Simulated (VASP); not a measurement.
Output of a VASP run:

OSZICAR:
```
       N       E                     dE             d eps       ncg     rms          rms(c)
DAV:   1     0.120275581025E+03    0.12028E+03   -0.92880E+03  1244   0.188E+03
DAV:   2    -0.400205533784E+01   -0.12428E+03   -0.11671E+03  1279   0.413E+02
DAV:   3    -0.993037600492E+01   -0.59283E+01   -0.59122E+01  1373   0.898E+01
DAV:   4    -0.998415295064E+01   -0.53777E-01   -0.53769E-01  1391   0.893E+00
DAV:   5    -0.998465000291E+01   -0.49705E-03   -0.49705E-03  1373   0.863E-01    0.529E+00
DAV:   6    -0.915042173961E+01    0.83423E+00   -0.31134E+00  1554   0.227E+01    0.162E+00
DAV:   7    -0.912387122732E+01    0.26551E-01   -0.34450E-02  1259   0.264E+00    0.959E-01
DAV:   8    -0.910931901018E+01    0.14552E-01   -0.14486E-02  1440   0.291E+00    0.981E-02
DAV:   9    -0.910938280486E+01   -0.63795E-04   -0.14440E-03  1634   0.568E-01    0.498E-02
DAV:  10    -0.910936137460E+01    0.21430E-04   -0.21315E-04  1325   0.216E-01    0.515E-03
DAV:  11    -0.910936135308E+01    0.21524E-07   -0.51625E-06  1328   0.288E-02
   1 F= -.56178758E+01 E0= -.56178758E+01  d E =-.561788E+01
       N       E                     dE             d eps       ncg     rms          rms(c)
DAV:   1    -0.967957267607E+01   -0.57021E+00   -0.15767E+01  1436   0.673E+01    0.706E+00
DAV:   2    -0.894616766954E+01    0.73341E+00   -0.23726E+00  1310   0.179E+01    0.204E+00
DAV:   3    -0.888224102160E+01    0.63927E-01   -0.94232E-02  1394   0.803E+00    0.101E+00
DAV:   4    -0.885701533273E+01    0.25226E-01   -0.14026E-02  1433   0.469E+00    0.129E-01
DAV:   5    -0.885602186154E+01    0.99347E-03   -0.19498E-03  1398   0.918E-01    0.283E-02
DAV:   6    -0.885590595587E+01    0.11591E-03   -0.18676E-04  1475   0.292E-01    0.186E-02
DAV:   7    -0.885589582790E+01    0.10128E-04   -0.18795E-05  1382   0.615E-02    0.640E-03
DAV:   8    -0.885589302615E+01    0.28018E-05   -0.33243E-06  1136   0.526E-02    0.366E-03
DAV:   9    -0.885589294562E+01    0.80522E-07   -0.32214E-07   661   0.768E-03
   2 F= -.56463648E+01 E0= -.56463648E+01  d E =-.284889E-01
       N       E                     dE             d eps       ncg     rms          rms(c)
DAV:   1    -0.901144195057E+01   -0.15555E+00   -0.13742E+00  1433   0.211E+01    0.203E+00
DAV:   2    -0.895007881109E+01    0.61363E-01   -0.20042E-01  1334   0.515E+00    0.572E-01
DAV:   3    -0.894470245717E+01    0.53764E-02   -0.65421E-03  1391   0.229E+00    0.280E-01
DAV:   4    -0.894259797210E+01    0.21045E-02   -0.11238E-03  1424   0.137E+00    0.317E-02
DAV:   5    -0.894252275144E+01    0.75221E-04   -0.15801E-04  1391   0.260E-01    0.772E-03
DAV:   6    -0.894251373217E+01    0.90193E-05   -0.13623E-05  1442   0.715E-02    0.536E-03
DAV:   7    -0.894251237514E+01    0.13570E-05   -0.16156E-06   646   0.192E-02    0.189E-03
DAV:   8    -0.894251213054E+01    0.24460E-06   -0.22720E-07   628   0.124E-02
   3 F= -.56527986E+01 E0= -.56527986E+01  d E =-.349228E-01
```

File OUTCAR:
```
------------------------ aborting loop because EDIFF is reached ----------------------------------------
  FORCE on cell =-STRESS in cart. coord.  units (eV):
  Direction    XX          YY          ZZ          XY          YZ          ZX
  --------------------------------------------------------------------------------------
  Total        3.2933048      3.2933048      3.2933048      0.0000000      0.0000000     -0.0000000
  in kB      300.3274947    300.3274947    300.3274947      0.0000000      0.0000000     -0.0000000
  external PRESSURE =       0.3274947 kB  Pullay stress =     300.0000000 kB
  volume of cell :       17.57
      direct lattice vectors                 reciprocal lattice vectors
     0.000000000  2.063347957  2.063347957    -0.242324615  0.242324615  0.242324615
     2.063347957 -0.000000000  2.063347957     0.242324615 -0.242324615  0.242324615
     2.063347957  2.063347957 -0.000000000     0.242324615  0.242324615 -0.242324615
  FREE ENERGIE OF THE ION-ELECTRON SYSTEM (eV)
  ---------------------------------------------------
  free  energy   TOTEN  =        -8.9425121305 eV

  energy  without entropy=       -8.9425121305  energy(sigma->0) =       -8.94251213
  enthalpy is  TOTEN    =        -5.6527985730 eV   P V=        3.2897135575

 reached required accuracy - stopping structural energy minimisation
```
(Selected blocks of OUTCAR.)

POSCAR:
```
NaF
1
    0.0000000000     2.1046983475     2.1046983475
    2.1046983475     0.0000000000     2.1046983475
    2.1046983475     2.1046983475     0.0000000000
Na F
1 1
Direct
  0.0000000000   0.0000000000   0.0000000000
  0.5000000000   0.5000000000   0.5000000000
```

**Question.** Reconstruct the remaining input files.

**Answer.** This is not unique; one that fits is the input of the run itself, LDA (Ceperley-Alder, Perdew-Zunger), plane waves, VASP's LDA PAW potentials (set 64).

**KPOINTS**
```
Automatic
0
G
  11 11 11
```

**INCAR**
```
# general
SYSTEM  = NaF
PREC    = Accurate
ENCUT   = 620
LREAL   = .FALSE.
LASPH   = .TRUE.

# electronic loop
EDIFF   = 1E-6
NELM    = 100
ALGO    = Normal

# smearing
ISMEAR  = 0
SIGMA   = 0.05

# ions
IBRION  = 2
NSW     = 40
ISIF    = 3
EDIFFG  = -0.02
PSTRESS = 300

# output
LWAVE   = .FALSE.
LCHARG  = .FALSE.
```

POTCAR, in this order: Na_pv F (LDA.64 set). Program: vasp_std.

Energy and stress use the plane-wave basis of the starting cell.

The compound is NaF in the rock salt structure. This run relaxes it under an external pressure of 30 GPa. Symmetry was kept, so distortions that lower it aren't found.
